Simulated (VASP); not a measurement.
La2O3, 5 atoms in the cell. It takes space group P-3m1 (No. 164, trigonal). The conventional cell has a = 3.920 Å, b = 3.920 Å, c = 6.100 Å, α = 90.00°, β = 90.00°, γ = 120.00°. La (site symmetry 3m) is surrounded by 7 O at 2.36 to 2.71 Å. O (site symmetry -3m) is surrounded by 6 La at 2.71 Å. Around O (site symmetry 3m) lie 4 La at 2.36 to 2.44 Å. The cell was built by a generator and needn't be a form met in nature.

```yaml
Program: VASP 6.6.1
Task: relaxation of cell and atoms
Functional: LDA
Potentials_or_basis: VASP PAW LDA potentials, release 64 (La, O)
Cutoff: 600 eV
k_mesh: 8 × 8 × 6
Occupations: gaussian, width 0.02 eV
Spin: no spin polarisation
Further_INCAR_settings: ALGO = Fast; EDIFF = 1e-06; IBRION = 2; EDIFFG = -0.005; NSW = 60; ISIF = 3
```

Potentials or basis: VASP PAW LDA potentials, release 64 (La, O).

Run with:

```console
$ cat potpaw_LDA.64/La/POTCAR potpaw_LDA.64/O/POTCAR > POTCAR
$ mpirun -np 2 vasp_std > vasp.out
```

Hardware: 2 MPI ranks on Intel(R) Xeon(R) Platinum 8259CL CPU @ 2.50GHz (Skylake/Cascade Lake), with other jobs on the host.

Task: How long does it take, and how much memory?

Result: Wall time 22 min on 2 MPI ranks on Intel(R) Xeon(R) Platinum 8259CL CPU @ 2.50GHz (Skylake/Cascade Lake), on a shared host, peak memory 0.3 GiB a rank. Counts: scf iterations 354, k points 50, ion steps 19.
